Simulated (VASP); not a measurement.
Output of a VASP run:

### OUTCAR
```
 ion  position               nearest neighbor table
   1  0.333  0.667  0.250-   2 3.35   2 3.35   2 3.35   2 3.35   2 3.35   2 3.35
   2  0.667  0.333  0.750-   1 3.35   1 3.35   1 3.35   1 3.35   1 3.35   1 3.35
  LATTYP: Found a hexagonal cell.
 ALAT       =     2.9330908442
 C/A-ratio  =     1.9747873528
 Subroutine PRICEL returns:
 Original cell was already a primitive cell.
 Subroutine GETGRP returns: Found 24 space group operations
The static configuration has the point symmetry D_3d.
 The point group associated with its full space group is D_6h.
The dynamic configuration has the point symmetry D_3d.
 Subroutine INISYM returns: Found 24 space group operations
 Subroutine IBZKPT returns following result:
 Found     96 irreducible k-points:

 Following reciprocal coordinates:
            Coordinates               Weight
  0.000000  0.000000  0.000000      1.000000
  0.071429  0.000000  0.000000      6.000000
  0.142857  0.000000  0.000000      6.000000
  0.214286 -0.000000  0.000000      6.000000
  0.285714  0.000000  0.000000      6.000000
  0.357143  0.000000  0.000000      6.000000
  0.428571 -0.000000  0.000000      6.000000
  0.500000 -0.000000  0.000000      3.000000
  0.071429  0.071429  0.000000      6.000000
  0.142857  0.071429  0.000000     12.000000
  0.214286  0.071429  0.000000     12.000000
  0.285714  0.071429  0.000000     12.000000
  0.357143  0.071429  0.000000     12.000000
  0.428571  0.071429  0.000000     12.000000
  0.142857  0.142857  0.000000      6.000000
  0.214286  0.142857  0.000000     12.000000
  0.285714  0.142857  0.000000     12.000000
  0.357143  0.142857  0.000000     12.000000
  0.428571  0.142857  0.000000      6.000000
  0.214286  0.214286  0.000000      6.000000
  0.285714  0.214286  0.000000     12.000000
  0.357143  0.214286  0.000000     12.000000
  0.285714  0.285714  0.000000      6.000000
  0.357143  0.285714  0.000000      6.000000
  0.000000  0.000000  0.166667      2.000000
  0.071429  0.000000  0.166667     12.000000
  0.142857  0.000000  0.166667     12.000000
  0.214286 -0.000000  0.166667     12.000000
  0.285714  0.000000  0.166667     12.000000
  0.357143  0.000000  0.166667     12.000000
  0.428571 -0.000000  0.166667     12.000000
  0.500000 -0.000000  0.166667      6.000000
  0.071429  0.071429  0.166667     12.000000
  0.142857  0.071429  0.166667     24.000000
  0.214286  0.071429  0.166667     24.000000
  0.285714  0.071429  0.166667     24.000000
  0.357143  0.071429  0.166667     24.000000
  0.428571  0.071429  0.166667     24.000000
  0.142857  0.142857  0.166667     12.000000
  0.214286  0.142857  0.166667     24.000000
   k-points           NKPTS =     96   k-points in BZ     NKDIM =     96   number of bands    NBANDS=     16
   number of dos      NEDOS =    301   number of ions     NIONS =      2
   total plane-waves  NPLWV =  27648
   dimension x,y,z NGX =    24 NGY =   24 NGZ =   48
   dimension x,y,z NGXF=    48 NGYF=   48 NGZF=   96
   ions per type =               2
   PREC   = accura    normal or accurate (medium, high low for compatibility)
   ISTART =      0    job   : 0-new  1-cont  2-samecut
   ICHARG =      2    charge: 1-file 2-atom 10-const
   ISPIN  =      1    spin polarized calculation?
   LNONCOLLINEAR =      F non collinear calculations
   LSORBIT =      F    spin-orbit coupling
   INIWAV =      1    electr: 0-lowe 1-rand  2-diag
   ENCUT  =  520.0 eV  38.22 Ry    6.18 a.u.   5.45  5.45 10.77*2*pi/ulx,y,z
   NELM   =    100;   NELMIN=  2; NELMDL= -5     # of ELM steps
   EDIFF  = 0.1E-06   stopping-criterion for ELM
   LREAL  =      F    real-space projection
   NLSPLINE    = F    spline interpolate recip. space projectors
   LMAXMIX     =    4 max onsite mixed and CHGCAR
   VOSKOWN=      0    Vosko Wilk Nusair interpolation
   EDIFFG = -.1E-01   stopping-criterion for IOM
   NSW    =     30    number of steps for IOM
...
```

### OSZICAR
```
...
       N       E                     dE             d eps       ncg     rms          rms(c)
DAV:   1     0.505381919306E+01   -0.24065E-01   -0.98199E-01  3232   0.911E+00    0.706E-01
DAV:   2     0.506834890928E+01    0.14530E-01   -0.88683E-03  3256   0.125E+00    0.406E-01
DAV:   3     0.507510349351E+01    0.67546E-02   -0.12887E-02  3272   0.108E+00    0.116E-01
DAV:   4     0.507501736352E+01   -0.86130E-04   -0.95669E-04  3328   0.423E-01    0.103E-01
DAV:   5     0.507501931341E+01    0.19499E-05   -0.36575E-06  3592   0.281E-02    0.406E-02
DAV:   6     0.507502108709E+01    0.17737E-05   -0.72337E-06  3328   0.202E-02    0.286E-02
DAV:   7     0.507502123205E+01    0.14495E-06   -0.22017E-07  2528   0.532E-03    0.215E-02
DAV:   8     0.507502150661E+01    0.27456E-06   -0.32945E-07  2560   0.469E-03    0.673E-03
DAV:   9     0.507502157366E+01    0.67058E-07   -0.12119E-07  1976   0.319E-03
   2 F= 0.50750216E+01 E0= 0.50750459E+01  d E =-.286270E-02
       N       E                     dE             d eps       ncg     rms          rms(c)
DAV:   1     0.506886352834E+01   -0.61580E-02   -0.26586E-01  3256   0.474E+00    0.365E-01
DAV:   2     0.507272136710E+01    0.38578E-02   -0.23658E-03  3296   0.658E-01    0.210E-01
DAV:   3     0.507454402567E+01    0.18227E-02   -0.34725E-03  3248   0.562E-01    0.601E-02
DAV:   4     0.507452010814E+01   -0.23918E-04   -0.26142E-04  3368   0.222E-01    0.536E-02
DAV:   5     0.507452029018E+01    0.18204E-06   -0.11035E-06  3520   0.159E-02    0.233E-02
DAV:   6     0.507452080311E+01    0.51294E-06   -0.27695E-06  3264   0.127E-02    0.171E-02
DAV:   7     0.507452084978E+01    0.46666E-07   -0.98014E-08  1904   0.370E-03
   3 F= 0.50745208E+01 E0= 0.50745349E+01  d E =-.336343E-02
       N       E                     dE             d eps       ncg     rms          rms(c)
DAV:   1     0.505211833429E+01   -0.22402E-01   -0.10659E+00  3272   0.950E+00    0.725E-01
DAV:   2     0.506723216868E+01    0.15114E-01   -0.91710E-03  3280   0.130E+00    0.420E-01
DAV:   3     0.507442905759E+01    0.71969E-02   -0.13457E-02  3280   0.112E+00    0.118E-01
DAV:   4     0.507433124521E+01   -0.97812E-04   -0.10399E-03  3336   0.442E-01    0.107E-01
DAV:   5     0.507433221102E+01    0.96581E-06   -0.37508E-06  3504   0.218E-02    0.445E-02
DAV:   6     0.507433290244E+01    0.69141E-06   -0.45758E-06  3336   0.162E-02    0.316E-02
DAV:   7     0.507433314565E+01    0.24322E-06   -0.18687E-07  2320   0.475E-03    0.236E-02
DAV:   8     0.507433350649E+01    0.36084E-06   -0.44030E-07  2728   0.534E-03    0.667E-03
DAV:   9     0.507433358882E+01    0.82325E-07   -0.11189E-07  1936   0.301E-03
   4 F= 0.50743336E+01 E0= 0.50742647E+01  d E =-.355069E-02
       N       E                     dE             d eps       ncg     rms          rms(c)
DAV:   1     0.507155388188E+01   -0.27796E-02   -0.12976E-01  3264   0.331E+00    0.254E-01
DAV:   2     0.507342259280E+01    0.18687E-02   -0.11514E-03  3296   0.463E-01    0.147E-01
DAV:   3     0.507431801577E+01    0.89542E-03   -0.17312E-03  3272   0.399E-01    0.426E-02
DAV:   4     0.507430680286E+01   -0.11213E-04   -0.13063E-04  3304   0.157E-01    0.379E-02
DAV:   5     0.507430599287E+01   -0.80998E-06   -0.91047E-07  3440   0.145E-02    0.183E-02
DAV:   6     0.507430694913E+01    0.95626E-06   -0.23967E-06  3240   0.131E-02    0.141E-02
DAV:   7     0.507430698279E+01    0.33665E-07   -0.10970E-07  1808   0.409E-03
   5 F= 0.50743070E+01 E0= 0.50743059E+01  d E =-.357729E-02
```

OUTCAR:
```
------------------------ aborting loop because EDIFF is reached ----------------------------------------
  FORCE on cell =-STRESS in cart. coord.  units (eV):
  Direction    XX          YY          ZZ          XY          YZ          ZX
  --------------------------------------------------------------------------------------
  Total        0.8241853      0.8241855      0.8181305      0.0000000      0.0000000     -0.0000000
  in kB       30.5990515     30.5990594     30.3742599      0.0000000      0.0000000     -0.0000000
  external PRESSURE =      30.5241236 kB  Pullay stress =       0.0000000 kB
  volume of cell :       43.15
      direct lattice vectors                 reciprocal lattice vectors
     1.479902596 -2.563266818 -0.000000000     0.337860074 -0.195063579 -0.000000000
     1.479902596  2.563266818  0.000000000     0.337860074  0.195063579 -0.000000000
     0.000000000 -0.000000000  5.688143488     0.000000000 -0.000000000  0.175804285
 POSITION                                       TOTAL-FORCE (eV/Angst)
 -----------------------------------------------------------------------------------
      1.47990      0.85442      1.42204         0.000000      0.000000      0.000000
      1.47990     -0.85442      4.26611        -0.000000     -0.000000     -0.000000
 -----------------------------------------------------------------------------------
    total drift:                               -0.000014      0.000194      0.000001
  FREE ENERGIE OF THE ION-ELECTRON SYSTEM (eV)
  ---------------------------------------------------
  free  energy   TOTEN  =         5.0743069828 eV

  energy  without entropy=        5.0743037186  energy(sigma->0) =        5.07430589

 reached required accuracy - stopping structural energy minimisation
```
(Selected blocks of OUTCAR.)

POSCAR:
```
Cd
1
    1.4665452947    -2.5401312562     0.0000000000
    1.4665452947     2.5401312562     0.0000000000
    0.0000000000     0.0000000000     5.7922307038
Cd
2
Direct
  0.3333330000   0.6666670000   0.2500000000
  0.6666670000   0.3333330000   0.7500000000
```

Question: Reconstruct the remaining input files.

Answer: This is not unique; one that fits is the input of the run itself, optB88-vdW, plane waves, VASP's PBE PAW potentials (set 64).

KPOINTS:
```
Automatic mesh
0
Gamma
14 14 6
0 0 0
```

**INCAR**
```
SYSTEM = Cd
PREC = Accurate; ENCUT = 520; LREAL = .FALSE.
LASPH = .TRUE.
EDIFF = 1E-7; NELM = 100; ALGO = Normal
LMAXMIX = 4
ISMEAR = 1; SIGMA = 0.1
GGA = BO; LUSE_VDW = .TRUE.; AGGAC = 0.0
PARAM1 = 0.1833333333; PARAM2 = 0.22
IBRION = 2; NSW = 30; ISIF = 4
EDIFFG = -0.01
LWAVE = .FALSE.; LCHARG = .FALSE.
```

POTCAR, in this order: Cd (PBE.64 set). Program: vasp_std.

The compound is Cd in the hcp structure. This cell is one point of a volume scan, at 0.94 of the reference volume. Symmetry was kept, so distortions that lower it aren't found.
